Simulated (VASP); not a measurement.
All values below come from LDA (Ceperley-Alder, Perdew-Zunger), VASP's LDA PAW potentials (set 64) (plane waves; VASP).

A VASP calculation is set up with these files.

POSCAR:
```
Na
1
   -1.5065130846     1.5065130846     1.5065130846
    1.5065130846    -1.5065130846     1.5065130846
    1.5065130846     1.5065130846    -1.5065130846
Na
1
Direct
  1.0000000000   1.0000000000   0.0000000000
```

INCAR:
```
# general
SYSTEM   =  Na
PREC     =  Accurate
ENCUT    =  500
LREAL    =  .False.
LASPH    =  .True.

# electronic loop
EDIFF    =  1E-6
NELM     =  100
ALGO     =  Normal

# smearing
ISMEAR   =  1
SIGMA    =  0.1

# ions
IBRION   =  2
NSW      =  40
ISIF     =  3
EDIFFG   =  -0.02
PSTRESS  =  450

# output
LWAVE    =  .False.
LCHARG   =  .False.
```

**KPOINTS**
```
Regular mesh
0
gamma
17 17 17
```

POTCAR, in this order: Na_pv (LDA.64 set). Program: vasp_std.

Output

### OUTCAR
```
 ion  position               nearest neighbor table
   1  0.000  0.000  0.000-
  LATTYP: Found a body centered cubic cell.
 ALAT       =     3.0130261692
 Subroutine PRICEL returns:
 Original cell was already a primitive cell.
 Subroutine GETGRP returns: Found 48 space group operations
The static configuration has the point symmetry O_h .
The dynamic configuration has the point symmetry O_h .
 Subroutine INISYM returns: Found 48 space group operations
 Subroutine IBZKPT returns following result:
 Found    165 irreducible k-points:

 Following reciprocal coordinates:
            Coordinates               Weight
  0.000000  0.000000  0.000000      1.000000
  0.058824  0.000000  0.000000     12.000000
  0.117647  0.000000  0.000000     12.000000
  0.176471  0.000000  0.000000     12.000000
  0.235294  0.000000  0.000000     12.000000
  0.294118  0.000000  0.000000     12.000000
  0.352941  0.000000  0.000000     12.000000
  0.411765  0.000000  0.000000     12.000000
  0.470588  0.000000  0.000000     12.000000
  0.058824  0.058824  0.000000     24.000000
...
```

OSZICAR:
```
       N       E                     dE             d eps       ncg     rms          rms(c)
DAV:   1     0.166074178493E+02    0.16607E+02   -0.42986E+03  2310   0.112E+03
DAV:   2    -0.290646334919E-01   -0.16636E+02   -0.16614E+02  2632   0.131E+02
DAV:   3    -0.170363715104E+00   -0.14130E+00   -0.14130E+00  2681   0.167E+01
DAV:   4    -0.170950673670E+00   -0.58696E-03   -0.58696E-03  3017   0.974E-01
DAV:   5    -0.170954372111E+00   -0.36984E-05   -0.36986E-05  2758   0.559E-02    0.656E-01
DAV:   6    -0.155858576497E+00    0.15096E-01   -0.13874E-03  3031   0.673E-01    0.403E-01
DAV:   7    -0.146088682067E+00    0.97699E-02   -0.23591E-03  3143   0.782E-01    0.223E-02
DAV:   8    -0.146074673406E+00    0.14009E-04   -0.83784E-05  2695   0.218E-01    0.406E-03
DAV:   9    -0.146075181388E+00   -0.50798E-06   -0.64280E-07  1463   0.136E-02
   1 F= 0.36952462E+01 E0= 0.36953481E+01  d E =0.369525E+01
       N       E                     dE             d eps       ncg     rms          rms(c)
DAV:   1    -0.120330568115E+00    0.25744E-01   -0.61725E-02  2310   0.592E+00    0.286E-01
DAV:   2    -0.118887091537E+00    0.14435E-02   -0.16557E-03  2359   0.961E-01    0.147E-01
DAV:   3    -0.118378113034E+00    0.50898E-03   -0.72154E-04  2653   0.607E-01    0.151E-02
DAV:   4    -0.118344220557E+00    0.33892E-04   -0.31845E-05  2450   0.139E-01    0.135E-03
DAV:   5    -0.118343892914E+00    0.32764E-06   -0.21948E-07  1274   0.100E-02
   2 F= 0.36953546E+01 E0= 0.36954574E+01  d E =0.108330E-03
       N       E                     dE             d eps       ncg     rms          rms(c)
DAV:   1    -0.136771835682E+00   -0.18428E-01   -0.25010E-02  2310   0.380E+00    0.181E-01
DAV:   2    -0.136194627122E+00    0.57721E-03   -0.65369E-04  2338   0.603E-01    0.927E-02
DAV:   3    -0.135989545953E+00    0.20508E-03   -0.29253E-04  2653   0.386E-01    0.926E-03
DAV:   4    -0.135975908259E+00    0.13638E-04   -0.13416E-05  2450   0.898E-02    0.903E-04
DAV:   5    -0.135975797377E+00    0.11088E-06   -0.72053E-08  1183   0.538E-03
   3 F= 0.36952136E+01 E0= 0.36953159E+01  d E =-.325966E-04
```

File OUTCAR:
```
------------------------ aborting loop because EDIFF is reached ----------------------------------------
  FORCE on cell =-STRESS in cart. coord.  units (eV):
  Direction    XX          YY          ZZ          XY          YZ          ZX
  --------------------------------------------------------------------------------------
  Total        3.8251142      3.8251142      3.8251142      0.0000000     -0.0000000      0.0000000
  in kB      449.2864232    449.2864232    449.2864232      0.0000000     -0.0000000      0.0000000
  external PRESSURE =      -0.7135768 kB  Pullay stress =     450.0000000 kB
  volume of cell :       13.64
      direct lattice vectors                 reciprocal lattice vectors
    -1.505187377  1.505187377  1.505187377     0.000000000  0.332184556  0.332184556
     1.505187377 -1.505187377  1.505187377     0.332184556  0.000000000  0.332184556
     1.505187377  1.505187377 -1.505187377     0.332184556  0.332184556  0.000000000
 POSITION                                       TOTAL-FORCE (eV/Angst)
 -----------------------------------------------------------------------------------
     -0.00000      0.00000      0.00000         0.000000      0.000000     -0.000000
 -----------------------------------------------------------------------------------
    total drift:                                0.000000     -0.000000     -0.000000
  FREE ENERGIE OF THE ION-ELECTRON SYSTEM (eV)
  ---------------------------------------------------
  free  energy   TOTEN  =        -0.1359757974 eV

  energy  without entropy=       -0.1356690665  energy(sigma->0) =       -0.13587355
  enthalpy is  TOTEN    =         3.6952136314 eV   P V=        3.8311894288

 reached required accuracy - stopping structural energy minimisation
```
(Selected blocks of OUTCAR.)

### CONTCAR
```
Na
   1.00000000000000
    -1.5051873774870124    1.5051873774870124    1.5051873774870124
     1.5051873774870124   -1.5051873774870124    1.5051873774870124
     1.5051873774870124    1.5051873774870124   -1.5051873774870124
  Na
     1
Direct
     0.0000000000000000    0.0000000000000000    0.0000000000000000
```

OUTCAR:
```
 val. band max:        5.3698574518   @ k =   0.2353   0.1765   0.1176

 cond. band min:       5.5601472851   @ k =   0.2353   0.2353   0.0588


 Fermi energy:         5.3910215434

 k-point     1 :       0.0000    0.0000    0.0000
  band No.  band energies     occupation
      1     -19.9465      2.00000
      2     -19.9465      2.00000
      3     -19.9465      2.00000
      4      -0.7840      2.00000
      5      24.6110      0.00000
      6      24.6110      0.00000
      7      24.6110      0.00000

 k-point     2 :       0.0588    0.0000    0.0000
  band No.  band energies     occupation
      1     -19.9752      2.00000
      2     -19.9537      2.00000
      3     -19.9469      2.00000
      4      -0.6531      2.00000
      5      23.4072      0.00000
      6      23.8657      0.00000
      7      24.5885      0.00000

 k-point     3 :       0.1176    0.0000    0.0000
  band No.  band energies     occupation
      1     -20.0564      2.00000
      2     -19.9743      2.00000
      3     -19.9481      2.00000
      4      -0.2665      2.00000
      5      20.8781      0.00000
      6      22.5620      0.00000
      7      24.5281      0.00000

 k-point     4 :       0.1765    0.0000    0.0000
  band No.  band energies     occupation
      1     -20.1766      2.00000
      2     -20.0054      2.00000
      3     -19.9500      2.00000
      4       0.3597      2.00000
      5      18.3203      0.00000
      6      21.3054      0.00000
      7      24.0926      0.00000

 k-point     5 :       0.2353    0.0000    0.0000
  band No.  band energies     occupation
      1     -20.3170      2.00000
      2     -20.0427      2.00000
      3     -19.9523      2.00000
      4       1.2024      2.00000
      5      15.9160      0.00000
      6      20.2193      0.00000
      7      23.3745      0.00000

 k-point     6 :       0.2941    0.0000    0.0000
  band No.  band energies     occupation
      1     -20.4578      2.00000
...
```

The compound is Na in the bcc structure. This run relaxes it under an external pressure of 45 GPa. Symmetry was kept, so distortions that lower it aren't found.
